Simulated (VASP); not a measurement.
# AlIn3Cl (Pm-3m) in VASP: reference runs

Reference runs on AlIn3Cl: the cell as given.

Everything below comes from runs of VASP 6.6.1. Logs are shortened: lines on timing, memory, paths and dates and some standing lists are left out, and cuts for length are marked.

## 1. Starting point

The structure is cubic, space group Pm-3m (No. 221). Conventional cell: a = 5.443 Å, b = 5.443 Å, c = 5.443 Å, α = 90.00°, β = 90.00°, γ = 90.00°. Al (site symmetry m-3m) is surrounded by 6 In at 2.72 Å. In (site symmetry 4/mmm) is surrounded by 2 Al at 2.72 Å. Cl (site symmetry m-3m) has 12 In at 3.85 Å as nearest neighbours.

The cell was built by a generator and needn't be a form met in nature.

## 2. Single point, PBE

Input file INCAR:

```
SYSTEM = AlIn3Cl
ALGO = Normal
EDIFF = 1E-7
ENCUT = 520
GGA = PE
ISIF = 2
ISMEAR = -1
LASPH = .True.
LCHARG = .True.
LELF = .True.
LREAL = .False.
LVHAR = .True.
LWAVE = .False.
NBANDS = 32
NELM = 80
PREC = Accurate
SIGMA = 0.05
```

Input file KPOINTS:

```
k-points
0
Gamma
  5 5 5
  0 0 0
```

Input file POSCAR:

```
AlIn3Cl
1.0
    5.4434200000      0.0000000000      0.0000000000
    0.0000000000      5.4434200000      0.0000000000
    0.0000000000      0.0000000000      5.4434200000
Al In Cl
1 3 1
Direct
    0.0000000000      0.0000000000      0.0000000000
    0.5000000000      0.0000000000      0.0000000000
    0.0000000000      0.5000000000      0.0000000000
    0.0000000000      0.0000000000      0.5000000000
    0.5000000000      0.5000000000      0.5000000000
```

Potentials or basis: VASP PAW PBE potentials, release 64 (Al, In_d, Cl).

Run with:

```
$ cat potpaw_PBE.64/Al/POTCAR potpaw_PBE.64/In_d/POTCAR potpaw_PBE.64/Cl/POTCAR > POTCAR
$ mpirun -np 1 vasp_std > vasp.out
```

OUTCAR:

```text
SYSTEM = AlIn3Cl
   EDIFF = 1E-7
   ENCUT = 520
   GGA = PE
   ISIF = 2
   ISMEAR = -1
   LASPH = .True.
   LREAL = .False.
   NELM = 80
   PREC = Accurate

 ion  position               nearest neighbor table
   1  0.000  0.000  0.000-   2 2.72   3 2.72   4 2.72   4 2.72   3 2.72   2 2.72
   2  0.500  0.000  0.000-   1 2.72   1 2.72   4 3.85   4 3.85   3 3.85   3 3.85   3 3.85   4 3.85
                             4 3.85   3 3.85
   3  0.000  0.500  0.000-   1 2.72   1 2.72   4 3.85   4 3.85   2 3.85   2 3.85   4 3.85   4 3.85
                             2 3.85   2 3.85
   4  0.000  0.000  0.500-   1 2.72   1 2.72   3 3.85   2 3.85   2 3.85   3 3.85   3 3.85   3 3.85
                             2 3.85   2 3.85
   5  0.500  0.500  0.500-

  LATTYP: Found a simple cubic cell.
 ALAT       =     5.4434200000

  Lattice vectors:

 A1 = (   5.4434200000,   0.0000000000,   0.0000000000)
 A2 = (   0.0000000000,   5.4434200000,   0.0000000000)
 A3 = (   0.0000000000,   0.0000000000,   5.4434200000)

Analysis of symmetry for initial positions (statically):
=====================================================================
 Subroutine PRICEL returns:
 Original cell was already a primitive cell.

 Routine SETGRP: Setting up the symmetry group for a
 simple cubic supercell.

 Subroutine GETGRP returns: Found 48 space group operations
 (whereof 48 operations were pure point group operations)
 out of a pool of 48 trial point group operations.

The static configuration has the point symmetry O_h .

Analysis of symmetry for dynamics (positions and initial velocities):
=====================================================================
 Subroutine PRICEL returns:
 Original cell was already a primitive cell.

 Routine SETGRP: Setting up the symmetry group for a
 simple cubic supercell.

 Subroutine GETGRP returns: Found 48 space group operations
 (whereof 48 operations were pure point group operations)
 out of a pool of 48 trial point group operations.

The dynamic configuration has the point symmetry O_h .

 Subroutine INISYM returns: Found 48 space group operations
 (whereof 48 operations are pure point group operations),
 and found     1 'primitive' translations

----------------------------------------------------------------------------------------

                                     Primitive cell

  volume of cell :     161.2930

  direct lattice vectors                    reciprocal lattice vectors
     5.443420000  0.000000000  0.000000000     0.183708036  0.000000000  0.000000000
     0.000000000  5.443420000  0.000000000     0.000000000  0.183708036  0.000000000
     0.000000000  0.000000000  5.443420000     0.000000000  0.000000000  0.183708036

  length of vectors
     5.443420000  5.443420000  5.443420000     0.183708036  0.183708036  0.183708036

  position of ions in fractional coordinates (direct lattice)
     0.000000000  0.000000000  0.000000000
     0.500000000  0.000000000  0.000000000
     0.000000000  0.500000000  0.000000000
     0.000000000  0.000000000  0.500000000
     0.500000000  0.500000000  0.500000000

  ion indices of the primitive-cell ions
   primitive index   ion index
                 1           1
                 2           2
                 3           3
                 4           4
                 5           5

----------------------------------------------------------------------------------------

 KPOINTS: k-points

Automatic generation of k-mesh.
 Grid dimensions read from file:
 generate k-points for:    5    5    5

 Generating k-lattice:

  Cartesian coordinates                     Fractional coordinates (reciprocal lattice)
     0.036741607  0.000000000  0.000000000     0.200000000  0.000000000  0.000000000
     0.000000000  0.036741607  0.000000000     0.000000000  0.200000000  0.000000000
     0.000000000  0.000000000  0.036741607     0.000000000  0.000000000  0.200000000

  Length of vectors
     0.036741607  0.036741607  0.036741607

  Shift w.r.t. Gamma in fractional coordinates (k-lattice)
     0.000000000  0.000000000  0.000000000

 Subroutine IBZKPT returns following result:
 ===========================================

 Found     10 irreducible k-points:

 Following reciprocal coordinates:
            Coordinates               Weight
  0.000000  0.000000  0.000000      1.000000
  0.200000  0.000000  0.000000      6.000000
  0.400000  0.000000  0.000000      6.000000
  0.200000  0.200000  0.000000     12.000000
  0.400000  0.200000  0.000000     24.000000
  0.400000  0.400000  0.000000     12.000000
  0.200000  0.200000  0.200000      8.000000
  0.400000  0.200000  0.200000     24.000000
  0.400000  0.400000  0.200000     24.000000
  0.400000  0.400000  0.400000      8.000000
   k-points           NKPTS =     10   k-points in BZ     NKDIM =     10   number of bands    NBANDS=     32
   number of dos      NEDOS =    301   number of ions     NIONS =      5
   total plane-waves  NPLWV =  64000
   dimension x,y,z NGX =    40 NGY =   40 NGZ =   40
   dimension x,y,z NGXF=    80 NGYF=   80 NGZF=   80
   ions per type =               1   3   1
   NGX,Y,Z   is equivalent  to a cutoff of  12.22, 12.22, 12.22 a.u.
   NGXF,Y,Z  is equivalent  to a cutoff of  24.43, 24.43, 24.43 a.u.
 SYSTEM =  AlIn3Cl
   PREC   = accura    normal or accurate (medium, high low for compatibility)
   ISTART =      0    job   : 0-new  1-cont  2-samecut
   ICHARG =      2    charge: 1-file 2-atom 10-const
   ISPIN  =      1    spin polarized calculation?
   LNONCOLLINEAR =      F non collinear calculations
   LSORBIT =      F    spin-orbit coupling
   LASPH  =      T    aspherical Exc in radial PAW
   ENCUT  =  520.0 eV  38.22 Ry    6.18 a.u.  10.12 10.12 10.12*2*pi/ulx,y,z
   NELM   =     80;   NELMIN=  2; NELMDL= -5     # of ELM steps
   EDIFF  = 0.1E-06   stopping-criterion for ELM
   LREAL  =      F    real-space projection
   EDIFFG = 0.1E-05   stopping-criterion for IOM
   NSW    =      0    number of steps for IOM
   IBRION =     -1    ionic relax: 0-MD 1-quasi-New 2-CG
   NFREE  =      0    steps in history (QN), initial steepest desc. (CG)
   ISIF   =      2    stress and relaxation
   ISYM   =      2    0-nonsym 1-usesym 2-fastsym
   POTIM  = 0.5000    time-step for ionic-motion
   TEBEG  =    0.0;   TEEND  =   0.0 temperature during run
   PSTRESS=    0.0 pullay stress
   NELECT =      49.0000    total number of electrons
   NUPDOWN=      -1.0000    fix difference up-down
   EMIN   =  10.00;   EMAX   =-10.00  energy-range for DOS
   EFERMI =   0.00;   METHOD = LEGACY
   ISMEAR =    -1;   SIGMA  =   0.05  broadening in eV -4-tet -1-fermi 0-gaus
   EFERMI_NEDOS =   21; number of points for ismear=-14 and -15
   IALGO  =     38    algorithm
   IMIX   =      4    mixing-type and parameters
     AMIX     =   0.40;   BMIX     =  1.00
     AMIX_MAG =   1.60;   BMIX_MAG =  1.00
  volume/ion in A,a.u.               =      32.26       217.69
  Fermi-wavevector in a.u.,A,eV,Ry     =   1.100529  2.079699 16.478902  1.211165
  Thomas-Fermi vector in A             =   2.236942
   LORBIT       =      0    0 simple, 1 ext, 2 COOP (PROOUT), +10 PAW based schemes
   GGA     = PE    functional components
   LHFCALC =     F    Hartree Fock is set to
   AEXX    =    0.0000 exact exchange contribution
   IVDW    =     0    specifies the selected vdW correction
   LEPSILON=     F    determine dielectric tensor
   LRPA    =     F    only Hartree local field effects (RPA)
 non-spin polarized calculation
  energy-cutoff  :      520.00
  volume of cell :      161.29
 maximum number of plane-waves:      4385
   NGX = 21   NGY = 21   NGZ = 21

 number of electron      48.9999975 magnetization

 Free energy of the ion-electron system (eV)
  ---------------------------------------------------
  ext. energy  EPLUGINS =         0.00000000
  ---------------------------------------------------
  free energy    TOTEN  =       -13.01071560 eV

  energy without entropy =      -12.97386592  energy(sigma->0) =      -12.99229076

 E-fermi :   4.1318     XC(G=0):  -8.4247

 val. band max:        4.0164113172   @ k =   0.4000   0.4000   0.4000
 cond. band min:       4.1723055747   @ k =   0.4000   0.4000   0.2000
 fundamental gap:      0.1558942575
 Fermi energy:         4.1318351257

 k-point     1 :       0.0000    0.0000    0.0000
  band No.  band energies     occupation
      1     -11.0388      2.00000
      2     -10.9226      2.00000
      3     -10.9226      2.00000
      4     -10.9178      2.00000
      5     -10.9178      2.00000
      6     -10.9178      2.00000
[... 24 lines left out ...]
     31       7.9260      0.00000
     32       7.9260      0.00000

 k-point     2 :       0.2000    0.0000    0.0000
  band No.  band energies     occupation
      1     -11.0203      2.00000
      2     -10.9219      2.00000
      3     -10.9161      2.00000
      4     -10.9145      2.00000
      5     -10.9069      2.00000
      6     -10.9069      2.00000
[... 24 lines left out ...]
     31       7.5426      0.00000
     32       7.5426      0.00000

 k-point     3 :       0.4000    0.0000    0.0000
  band No.  band energies     occupation
      1     -10.9801      2.00000
      2     -10.9206      2.00000
      3     -10.9073      2.00000
      4     -10.9011      2.00000
      5     -10.8906      2.00000
      6     -10.8906      2.00000
[... 24 lines left out ...]
     31       7.2198      0.00000
     32       7.4288      0.00000

 k-point     4 :       0.2000    0.2000    0.0000
  band No.  band energies     occupation
      1     -11.0039      2.00000
      2     -10.9182      2.00000
      3     -10.9176      2.00000
      4     -10.9080      2.00000
      5     -10.8991      2.00000
      6     -10.8977      2.00000
[... 164 lines left out ...]
     31       7.7349      0.00000
     32       8.0969      0.00000

 k-point     9 :       0.4000    0.4000    0.2000
  band No.  band energies     occupation
      1     -10.9402      2.00000
      2     -10.9297      2.00000
      3     -10.9144      2.00000
      4     -10.9133      2.00000
      5     -10.9078      2.00000
      6     -10.8941      2.00000
[... 24 lines left out ...]
     31       8.2344      0.00000
     32       9.0197      0.00000

 k-point    10 :       0.4000    0.4000    0.4000
  band No.  band energies     occupation
      1     -10.9561      2.00000
      2     -10.9327      2.00000
      3     -10.9180      2.00000
      4     -10.9180      2.00000
      5     -10.9132      2.00000
      6     -10.9132      2.00000
[... 24 lines left out ...]
     31       9.0738      0.00000
     32       9.2133      0.00000

------------------------ aborting loop because EDIFF is reached ----------------------------------------

  FORCE on cell =-STRESS in cart. coord.  units (eV):
  Direction    XX          YY          ZZ          XY          YZ          ZX
  --------------------------------------------------------------------------------------
  -------------------------------------------------------------------------------------
  Total       -0.0212321     -0.0212321     -0.0212321     -0.0000000     -0.0000000      0.0000000
  in kB       -0.2109051     -0.2109051     -0.2109051     -0.0000000     -0.0000000      0.0000000
  external PRESSURE =      -0.2109051 kB  Pullay stress =       0.0000000 kB

 VOLUME and BASIS-vectors are now :
 -----------------------------------------------------------------------------
  energy-cutoff  :      520.00
  volume of cell :      161.29
      direct lattice vectors                 reciprocal lattice vectors
     5.443420000  0.000000000  0.000000000     0.183708036  0.000000000  0.000000000
     0.000000000  5.443420000  0.000000000     0.000000000  0.183708036  0.000000000
     0.000000000  0.000000000  5.443420000     0.000000000  0.000000000  0.183708036

 POSITION                                       TOTAL-FORCE (eV/Angst)
 -----------------------------------------------------------------------------------
      0.00000      0.00000      0.00000         0.000000      0.000000      0.000000
      2.72171      0.00000      0.00000         0.000000      0.000000      0.000000
      0.00000      2.72171      0.00000         0.000000      0.000000      0.000000
      0.00000      0.00000      2.72171         0.000000      0.000000      0.000000
      2.72171      2.72171      2.72171         0.000000      0.000000      0.000000
 -----------------------------------------------------------------------------------
    total drift:                               -0.000000      0.000000     -0.000000

  FREE ENERGIE OF THE ION-ELECTRON SYSTEM (eV)
  ---------------------------------------------------
  free  energy   TOTEN  =       -13.0107156042 eV

  energy  without entropy=      -12.9738659182  energy(sigma->0) =      -12.99229076
```

Wall time 48 s (1 thread of Intel Xeon Platinum 8488C (Sapphire Rapids), shared host); peak memory 0.25 GiB.

What came out:

```yaml
Free_energy: -13.0107 eV
Pressure: 0.0 GPa
Band_gap_on_the_k_mesh: none (metal or under the smearing width)
```

Caveat: an odd number of electrons without spin polarisation forces a metal; a magnetic or distorted state may lie lower.
